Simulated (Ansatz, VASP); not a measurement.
# Cross-check of NaAsF6 between VASP and Ansatz, part 2 of 2

Wanted: the spread between two codes on one cell, functional and k mesh. The cell is taken from a series of runs on this material, whose earlier steps may have relaxed, scaled, displaced or heated it; both programs get it as it stands.

VASP 6.6.1 and Ansatz 0.2.0.

So far: The structure; Ansatz: dielectric response, LDA.

## (3) VASP: dielectric response, LDA

Level of this step: LDA; plane waves and PAW (Na_pv, As, F) (VASP).

The same cell, functional (in two slightly different forms) and mesh now go to VASP, with its own data sets.

Lines of VASP's logs that name or quote its potential files are left out, and so is its time.

Contents of INCAR:

```
SYSTEM = NaAsF6
PREC = Accurate
ENCUT = 520
EDIFF = 1E-08
NELM = 120
ISMEAR = 0
SIGMA = 0.01
LREAL = .FALSE.
ALGO = Normal
GGA = CA
NBANDS = 35
LORBIT = 11
LWAVE = .FALSE.
LCHARG = .FALSE.
ISIF = 2
LEPSILON = .TRUE.
LASPH = .TRUE.
GGA_COMPAT = .FALSE.
KPAR = 2
```

Contents of POSCAR:

```
NaAsF6
1.0
    0.0000000000      3.9830493200      3.9830493200
    3.9830493200      0.0000000000      3.9830493200
    3.9830493200      3.9830493200      0.0000000000
Na As F
1 1 6
Direct
    0.5000000000      0.5000000000      0.5000000000
    0.0000000000      0.0000000000      0.0000000000
    0.7816298800      0.7816298800      0.2183701200
    0.2183701200      0.7816298800      0.2183701200
    0.7816298800      0.2183701200      0.2183701200
    0.2183701200      0.2183701200      0.7816298800
    0.7816298800      0.2183701200      0.7816298800
    0.2183701200      0.7816298800      0.7816298800
```

Contents of KPOINTS:

```
Automatic mesh
0
Gamma
6 6 6
0 0 0
```

PAW data sets: Na_pv, As and F (LDA family, release 64).

On the command line:

```console
$ mpirun -np 2 vasp_std
```

Numbers of over 12 decimals in the logs are rounded to 6 here.

The program printed:

```text
[banner, memory and clock lines left out]
running    2 mpi-ranks, on    1 nodes
 distrk:  each k-point on    1 cores,    2 groups
 distr:  one band on    1 cores,    1 groups

 POSCAR found type information on POSCAR NaAsF
 POSCAR found :  3 types and       8 ions
 LDA part: xc-table for (Slater(with rela. corr.)+CA(PZ))
 , standard interpolation
 POSCAR, INCAR and KPOINTS ok, starting setup
 FFT: planning ... GRIDC
 FFT: planning ... GRID_SOFT
 FFT: planning ... GRID
 WAVECAR not read
 entering main loop
       N       E                     dE             d eps       ncg     rms          rms(c)
DAV:   1     0.524619628729E+03    0.52462E+03   -0.29463E+04  1120   0.155E+03
DAV:   2     0.556149911345E+01   -0.51906E+03   -0.49857E+03  1275   0.405E+02
DAV:   3    -0.431132706747E+02   -0.48675E+02   -0.48451E+02  1288   0.135E+02
DAV:   4    -0.440168874989E+02   -0.90362E+00   -0.90125E+00  1384   0.210E+01
DAV:   5    -0.440335876289E+02   -0.16700E-01   -0.16676E-01  1376   0.278E+00    0.143E+01
DAV:   6    -0.398328694085E+02    0.42007E+01   -0.13137E+01  1421   0.217E+01    0.594E+00
DAV:   7    -0.397241486663E+02    0.10872E+00   -0.95812E-01  1392   0.480E+00    0.243E+00
DAV:   8    -0.396644675834E+02    0.59681E-01   -0.64822E-02  1453   0.199E+00    0.682E-01
DAV:   9    -0.396597414964E+02    0.47261E-02   -0.10491E-02  1485   0.682E-01    0.209E-01
DAV:  10    -0.396598406734E+02   -0.99177E-04   -0.16693E-03  1255   0.290E-01    0.105E-01
DAV:  11    -0.396599174726E+02   -0.76799E-04   -0.15695E-04  1264   0.822E-02    0.500E-02
DAV:  12    -0.396599522998E+02   -0.34827E-04   -0.14002E-05  1199   0.237E-02    0.812E-03
DAV:  13    -0.396599528945E+02   -0.59470E-06   -0.69485E-07  1424   0.562E-03    0.511E-03
DAV:  14    -0.396599531511E+02   -0.25662E-06   -0.37974E-07  1189   0.389E-03    0.809E-04
DAV:  15    -0.396599531538E+02   -0.26503E-08   -0.79130E-08  1352   0.225E-03
   1 F= -.39659953E+02 E0= -.39659953E+02  d E =-.723023E-47
 Linear response reoptimize wavefunctions to high precision
DAV:   1    -0.396599531499E+02    0.38699E-08   -0.19936E-08  1132   0.946E-04
DAV:   2    -0.396599531500E+02   -0.12005E-09   -0.62032E-10   705   0.158E-04
DAV:   3    -0.396599531499E+02    0.70031E-10   -0.74976E-11   677   0.696E-05
 Linear response G [H, r] |phi>, progress :
  Direction:   1
       N       E                     dE             d eps       ncg     rms
RMM:   1    -0.188398235706E+03   -0.18840E+03   -0.87624E+00  2560   0.120E+02
RMM:   2    -0.185564207595E+03    0.28340E+01   -0.13289E+01  1861   0.230E+01
RMM:   3    -0.185670892317E+03   -0.10668E+00   -0.14409E+00  2166   0.747E+00
RMM:   4    -0.185681400725E+03   -0.10508E-01   -0.60822E-02  2168   0.133E+00
RMM:   5    -0.185682081755E+03   -0.68103E-03   -0.63290E-03  2204   0.362E-01
RMM:   6    -0.185682208049E+03   -0.12629E-03   -0.11326E-03  2247   0.107E-01
RMM:   7    -0.185682228295E+03   -0.20246E-04   -0.29079E-04  2360   0.462E-02
RMM:   8    -0.185682235332E+03   -0.70366E-05   -0.13935E-04  2318   0.242E-02
RMM:   9    -0.185682234430E+03    0.90149E-06    0.11972E-05  2331   0.162E-02
RMM:  10    -0.185682234218E+03    0.21184E-06   -0.11808E-04  2234   0.122E-02
RMM:  11    -0.185682234126E+03    0.92519E-07    0.13974E-04  2176   0.110E-02
RMM:  12    -0.185682234193E+03   -0.67304E-07   -0.33152E-05  2160   0.103E-02
RMM:  13    -0.185682233811E+03    0.38245E-06    0.14144E-04  2149   0.989E-03
RMM:  14    -0.185682233933E+03   -0.12270E-06    0.10727E-04  2188   0.970E-03
RMM:  15    -0.185682233642E+03    0.29105E-06    0.97131E-05  2205   0.966E-03
 Linear response G [H, r] |phi>, progress :
  Direction:   2
       N       E                     dE             d eps       ncg     rms
RMM:   1    -0.188692365203E+03   -0.18869E+03   -0.87136E+00  2567   0.120E+02
RMM:   2    -0.186110690655E+03    0.25817E+01   -0.12816E+01  1848   0.229E+01
RMM:   3    -0.186220471509E+03   -0.10978E+00   -0.14541E+00  2175   0.761E+00
RMM:   4    -0.186230409063E+03   -0.99376E-02   -0.59869E-02  2190   0.133E+00
RMM:   5    -0.186231047153E+03   -0.63809E-03   -0.56551E-03  2195   0.352E-01
RMM:   6    -0.186231153071E+03   -0.10592E-03   -0.91053E-04  2247   0.102E-01
RMM:   7    -0.186231169532E+03   -0.16461E-04   -0.18362E-04  2344   0.418E-02
RMM:   8    -0.186231175410E+03   -0.58783E-05   -0.54858E-05  2330   0.219E-02
RMM:   9    -0.186231175338E+03    0.71604E-07   -0.73896E-06  2352   0.150E-02
RMM:  10    -0.186231175394E+03   -0.55757E-07   -0.11635E-04  2229   0.113E-02
RMM:  11    -0.186231175469E+03   -0.74979E-07    0.22680E-05  2156   0.101E-02
RMM:  12    -0.186231175639E+03   -0.16997E-06   -0.25704E-04  2134   0.934E-03
RMM:  13    -0.186231175676E+03   -0.37112E-07   -0.11959E-04  2115   0.903E-03
RMM:  14    -0.186231175848E+03   -0.17221E-06    0.40802E-06  2155   0.885E-03
RMM:  15    -0.186231175827E+03    0.21023E-07   -0.30320E-04  2169   0.880E-03
 Linear response G [H, r] |phi>, progress :
  Direction:   3
       N       E                     dE             d eps       ncg     rms
RMM:   1    -0.186839658299E+03   -0.18684E+03    0.41466E+00  2458   0.119E+02
RMM:   2    -0.183267401365E+03    0.35723E+01   -0.13681E+01  1836   0.228E+01
RMM:   3    -0.183396132052E+03   -0.12873E+00   -0.14721E+00  2099   0.732E+00
[...]
RMM:   3    -0.336294793936E+00   -0.94388E-04   -0.61091E-04  2173   0.145E-01
RMM:   4    -0.336302199068E+00   -0.74051E-05   -0.35064E-05  2233   0.300E-02
RMM:   5    -0.336302818973E+00   -0.61990E-06   -0.20694E-06  2249   0.624E-03
RMM:   6    -0.336302851146E+00   -0.32174E-07   -0.29228E-07  2220   0.184E-03
RMM:   7    -0.336302856136E+00   -0.49898E-08   -0.10812E-07  2019   0.847E-04
RMM:   8    -0.336302856864E+00   -0.72826E-09   -0.67233E-08  1635   0.568E-04
 change of polarisation eV/A/(eV/A) component  2 :     0.041     0.673    -0.037
 dielectric tensor                  component  2 :     0.059     1.963    -0.053
 Linear response to external field (no local field effect), progress :
  Direction:   3
       N       E                     dE             d eps       ncg     rms          rms(c)
RMM:   1    -0.299247335940E+00   -0.29925E+00   -0.75617E-01  2161   0.308E+00
RMM:   2    -0.306504324208E+00   -0.72570E-02   -0.13088E-02  2011   0.598E-01
RMM:   3    -0.306580934343E+00   -0.76610E-04   -0.54692E-04  2116   0.123E-01
RMM:   4    -0.306585736104E+00   -0.48018E-05   -0.29364E-05  2156   0.261E-02
RMM:   5    -0.306586257208E+00   -0.52110E-06   -0.14914E-06  2135   0.531E-03
RMM:   6    -0.306586281161E+00   -0.23953E-07   -0.26553E-07  2103   0.168E-03
RMM:   7    -0.306586284816E+00   -0.36549E-08   -0.11278E-07  1932   0.742E-04
RMM:   8    -0.306586285521E+00   -0.70520E-09   -0.10099E-07  1569   0.506E-04
RMM:   9    -0.306586285657E+00   -0.13599E-09   -0.11920E-08  1421   0.431E-04
 change of polarisation eV/A/(eV/A) component  3 :     0.027    -0.037     0.613
 dielectric tensor                  component  3 :     0.039    -0.053     1.878
 Linear response to external field, progress :
  Direction:   1
       N       E                     dE             d eps       ncg     rms          rms(c)
RMM:   1    -0.315627057651E+00   -0.31563E+00   -0.81256E-01  4059   0.323E+00
RMM:   2    -0.324617420270E+00   -0.89904E-02   -0.13740E-02  3711   0.631E-01    0.136E+00
RMM:   3    -0.282100861944E+00    0.42517E-01   -0.10879E-01  3624   0.155E+00    0.569E-01
RMM:   4    -0.279622054078E+00    0.24788E-02   -0.97700E-03  3699   0.507E-01    0.301E-01
RMM:   5    -0.287192341408E+00   -0.75703E-02   -0.12647E-02  3694   0.542E-01    0.703E-02
RMM:   6    -0.287184839011E+00    0.75024E-05   -0.13579E-03  3967   0.183E-01    0.636E-02
RMM:   7    -0.287750898681E+00   -0.56606E-03   -0.30215E-04  3694   0.937E-02    0.518E-03
RMM:   8    -0.287769512271E+00   -0.18614E-04   -0.28835E-05  3881   0.268E-02    0.732E-03
RMM:   9    -0.287752799090E+00    0.16713E-04   -0.19610E-06  3855   0.847E-03    0.272E-03
RMM:  10    -0.287722289401E+00    0.30510E-04    0.14069E-07  3893   0.460E-03    0.220E-04
RMM:  11    -0.287721972479E+00    0.31692E-06    0.62853E-07  4193   0.134E-03    0.277E-04
RMM:  12    -0.287723466748E+00   -0.14943E-05    0.52233E-07  3967   0.521E-04    0.259E-04
RMM:  13    -0.287725685025E+00   -0.22183E-05    0.40738E-07  3777   0.595E-04    0.122E-05
RMM:  14    -0.287725411045E+00    0.27398E-06    0.58517E-07  3331   0.384E-04    0.487E-06
 change of polarisation eV/A/(eV/A) component  1 :     0.537     0.030     0.012
 dielectric tensor                  component  1 :     1.769     0.043     0.017
 Linear response to external field, progress :
  Direction:   2
       N       E                     dE             d eps       ncg     rms          rms(c)
RMM:   1    -0.315397023375E+00   -0.31540E+00   -0.81026E-01  4068   0.324E+00
RMM:   2    -0.324617198447E+00   -0.92202E-02   -0.13739E-02  3717   0.635E-01    0.136E+00
RMM:   3    -0.282100101258E+00    0.42517E-01   -0.10895E-01  3633   0.156E+00    0.569E-01
RMM:   4    -0.279625325728E+00    0.24748E-02   -0.97804E-03  3709   0.508E-01    0.301E-01
RMM:   5    -0.287202179037E+00   -0.75769E-02   -0.12703E-02  3700   0.543E-01    0.704E-02
RMM:   6    -0.287180712059E+00    0.21467E-04   -0.13599E-03  3979   0.184E-01    0.635E-02
RMM:   7    -0.287754491941E+00   -0.57378E-03   -0.30782E-04  3694   0.944E-02    0.516E-03
RMM:   8    -0.287767524434E+00   -0.13032E-04   -0.29082E-05  3889   0.270E-02    0.744E-03
RMM:   9    -0.287752206625E+00    0.15318E-04   -0.23416E-06  3852   0.855E-03    0.274E-03
RMM:  10    -0.287721668568E+00    0.30538E-04   -0.49837E-07  3894   0.471E-03    0.245E-04
RMM:  11    -0.287722101469E+00   -0.43290E-06    0.27936E-07  4175   0.134E-03    0.289E-04
RMM:  12    -0.287723577383E+00   -0.14759E-05    0.38306E-07  4001   0.513E-04    0.271E-04
RMM:  13    -0.287725921736E+00   -0.23444E-05   -0.84009E-08  3779   0.606E-04    0.136E-05
RMM:  14    -0.287725621372E+00    0.30036E-06    0.16368E-06  3384   0.375E-04    0.533E-06
 change of polarisation eV/A/(eV/A) component  2 :     0.019     0.537    -0.012
 dielectric tensor                  component  2 :     0.028     1.769    -0.018
 Linear response to external field, progress :
  Direction:   3
       N       E                     dE             d eps       ncg     rms          rms(c)
RMM:   1    -0.315395520796E+00   -0.31540E+00   -0.81025E-01  4066   0.324E+00
RMM:   2    -0.324617087776E+00   -0.92216E-02   -0.13739E-02  3716   0.635E-01    0.136E+00
RMM:   3    -0.282102329128E+00    0.42515E-01   -0.10899E-01  3629   0.156E+00    0.569E-01
RMM:   4    -0.279618999565E+00    0.24833E-02   -0.97182E-03  3707   0.509E-01    0.301E-01
RMM:   5    -0.287195378833E+00   -0.75764E-02   -0.12638E-02  3695   0.543E-01    0.704E-02
RMM:   6    -0.287180576313E+00    0.14803E-04   -0.13554E-03  3975   0.184E-01    0.634E-02
RMM:   7    -0.287754193629E+00   -0.57362E-03   -0.30618E-04  3694   0.943E-02    0.515E-03
RMM:   8    -0.287767789267E+00   -0.13596E-04   -0.28737E-05  3883   0.268E-02    0.738E-03
RMM:   9    -0.287752103923E+00    0.15685E-04   -0.23143E-06  3855   0.849E-03    0.270E-03
RMM:  10    -0.287721673866E+00    0.30430E-04   -0.42806E-07  3888   0.468E-03    0.249E-04
RMM:  11    -0.287722122635E+00   -0.44877E-06    0.23279E-07  4175   0.133E-03    0.286E-04
RMM:  12    -0.287723585678E+00   -0.14630E-05    0.24426E-07  3995   0.510E-04    0.271E-04
RMM:  13    -0.287725897008E+00   -0.23113E-05    0.41991E-07  3782   0.603E-04    0.129E-05
RMM:  14    -0.287725626300E+00    0.27071E-06    0.19520E-07  3389   0.375E-04    0.574E-06
 change of polarisation eV/A/(eV/A) component  3 :    -0.003     0.004     0.537
 dielectric tensor                  component  3 :    -0.005     0.006     1.769
 Born effective charges drift removed
```

OUTCAR, selected parts (step 3):

```text
ion  position               nearest neighbor table
   1  0.500  0.500  0.500-   3 2.24   4 2.24   5 2.24   6 2.24   7 2.24   8 2.24
   2  0.000  0.000  0.000-   3 1.74   4 1.74   5 1.74   6 1.74   7 1.74   8 1.74
   3  0.782  0.782  0.218-   2 1.74   1 2.24
   4  0.218  0.782  0.218-   2 1.74   1 2.24
   5  0.782  0.218  0.218-   2 1.74   1 2.24
   6  0.218  0.218  0.782-   2 1.74   1 2.24
   7  0.782  0.218  0.782-   2 1.74   1 2.24
   8  0.218  0.782  0.782-   2 1.74   1 2.24

  LATTYP: Found a face centered cubic cell.
 ALAT       =     7.9660986400

 Subroutine GETGRP returns: Found 48 space group operations
 (whereof 48 operations were pure point group operations)

The static configuration has the point symmetry O_h .

 Found     16 irreducible k-points:

   k-points           NKPTS =     16   k-points in BZ     NKDIM =     16   number of bands    NBANDS=     35

   dimension x,y,z NGX =    42 NGY =   42 NGZ =   42
   dimension x,y,z NGXF=    84 NGYF=   84 NGZF=   84

   ENCUT  =  520.0 eV  38.22 Ry    6.18 a.u.  10.47 10.47 10.47*2*pi/ulx,y,z

   NELECT =      54.0000    total number of electrons

 k-points in reciprocal lattice and weights: Automatic mesh
   0.00000000  0.00000000  0.00000000       0.005
   0.16666667  0.00000000  0.00000000       0.037
   0.33333333  0.00000000  0.00000000       0.037
   0.50000000  0.00000000  0.00000000       0.019
   0.16666667  0.16666667  0.00000000       0.028
   0.33333333  0.16666667  0.00000000       0.111
   0.50000000  0.16666667  0.00000000       0.111
  -0.33333333  0.16666667  0.00000000       0.111
  -0.16666667  0.16666667  0.00000000       0.056
[...]
-0.33333333  0.33333333  0.16666667       0.111
  -0.33333333  0.50000000  0.16666667       0.056

 average (electrostatic) potential at core
       1 -47.0785       2 -61.7331       3 -80.5614       4 -80.5614       5 -80.5614
       6 -80.5614       7 -80.5614       8 -80.5614

  Total       -0.4667886     -0.4667886     -0.4667886      0.0000000      0.0000000     -0.0000000
  in kB       -5.9177117     -5.9177117     -5.9177117      0.0000000      0.0000000     -0.0000000
  external PRESSURE =      -5.9177117 kB  Pullay stress =       0.0000000 kB

  energy-cutoff  :      520.00
  volume of cell :      126.38
      direct lattice vectors                 reciprocal lattice vectors
     0.000000000  3.983049320  3.983049320    -0.125531963  0.125531963  0.125531963
     3.983049320  0.000000000  3.983049320     0.125531963 -0.125531963  0.125531963
     3.983049320  3.983049320  0.000000000     0.125531963  0.125531963 -0.125531963

 POSITION                                       TOTAL-FORCE (eV/Angst)
 -----------------------------------------------------------------------------------
      3.98305      3.98305      3.98305        -0.000000     -0.000000      0.000000
      0.00000      0.00000      0.00000        -0.000000     -0.000000      0.000000
      3.98305      3.98305      6.22654         0.000000     -0.000000     -0.146704
      3.98305      1.73956      3.98305         0.000000      0.146704      0.000000
      1.73956      3.98305      3.98305         0.146704     -0.000000      0.000000
      3.98305      3.98305      1.73956         0.000000     -0.000000      0.146704
      3.98305      6.22654      3.98305         0.000000     -0.146704      0.000000
      6.22654      3.98305      3.98305        -0.146704     -0.000000      0.000000
 -----------------------------------------------------------------------------------
    total drift:                                0.000000     -0.000000      0.000000

 MACROSCOPIC STATIC DIELECTRIC TENSOR (including local field effects in DFT)
 ------------------------------------------------------
           1.768790     0.000000    -0.000000
           0.000000     1.768790    -0.000000
           0.000000     0.000000     1.768790
 ------------------------------------------------------

 PIEZOELECTRIC TENSOR (including local field effects)  for field in x, y, z        (C/m^2)
          XX          YY          ZZ          XY          YZ          ZX
  --------------------------------------------------------------------------------
  x     0.00000     0.00000     0.00000     0.00000     0.00000     0.00000
  y     0.00000     0.00000     0.00000     0.00000     0.00000     0.00000
  z     0.00000     0.00000     0.00000     0.00000     0.00000     0.00000

 BORN EFFECTIVE CHARGES (including local field effects) (in |e|, cummulative output)
 ---------------------------------------------------------------------------------
 ion    1
    1     1.17879     0.00000     0.00000
    2     0.00000     1.17879     0.00000
    3     0.00000     0.00000     1.17879
 ion    2
    1     3.69802     0.00000     0.00000
    2     0.00000     3.69802     0.00000
    3     0.00000     0.00000     3.69802
 ion    3
    1    -0.55560     0.00000     0.00000
    2     0.00000    -0.55560     0.00000
    3     0.00000     0.00000    -1.32721
 ion    4
    1    -0.55560     0.00000     0.00000
    2     0.00000    -1.32721     0.00000
    3     0.00000     0.00000    -0.55560
 ion    5
    1    -1.32721     0.00000     0.00000
    2     0.00000    -0.55560     0.00000
    3     0.00000     0.00000    -0.55560
 ion    6
    1    -0.55560     0.00000     0.00000
    2     0.00000    -0.55560     0.00000
    3     0.00000     0.00000    -1.32721
 ion    7
    1    -0.55560     0.00000     0.00000
    2     0.00000    -1.32721     0.00000
    3     0.00000     0.00000    -0.55560
 ion    8
    1    -1.32721     0.00000     0.00000
    2     0.00000    -0.55560     0.00000
    3     0.00000     0.00000    -0.55560
```

## (4) Comparison

Known differences besides the potentials themselves: the two LDA forms differ slightly; fixed occupations in Ansatz, narrow Gaussian smearing in VASP; the data sets hold 66 valence electrons in Ansatz (on its default PAW (the set named soft_2) files) and 54 in VASP; the cutoff is 420 eV in Ansatz and 520 eV in VASP; VASP's log shows a relativistic correction to its local exchange, Ansatz's none. Total energies have different zeros and are not compared.

The two programs side by side:

| quantity | Ansatz | VASP | difference |
| --- | --- | --- | --- |
| ε∞ xx | 1.78 | 1.77 | +0.64 % |
| ε∞ yy | 1.78 | 1.77 | +0.64 % |
| ε∞ zz | 1.78 | 1.77 | +0.64 % |

## (5) Outcome

```yaml
difference_in_eps_infinity_xx_dielectric_response_lda: 0.64 %
```

In words: The difference in ε∞ xx is 0.64 % (dielectric response, LDA), within the 5 % picked in this series as the mark of a large difference. The data sets hold unlike numbers of valence electrons (66 in Ansatz and 54 in VASP), so part of the differences comes from the potentials. Such differences can come from data sets, numerical settings and the points named under the comparisons, not from the functional's error against experiment.

[Lines on the potential files, build, host, timing and source positions are cut from VASP's logs without a mark.]

[Logs are printed without paths, hosts, clocks, repeated set-up lines and the standing remarks that a program may print on its own settings, such as how far it seeks lower states.]

[Hosts, paths, dates, database ids (printed as entryN), source tags and the programs' standing remarks are cut or masked in the printed files.]
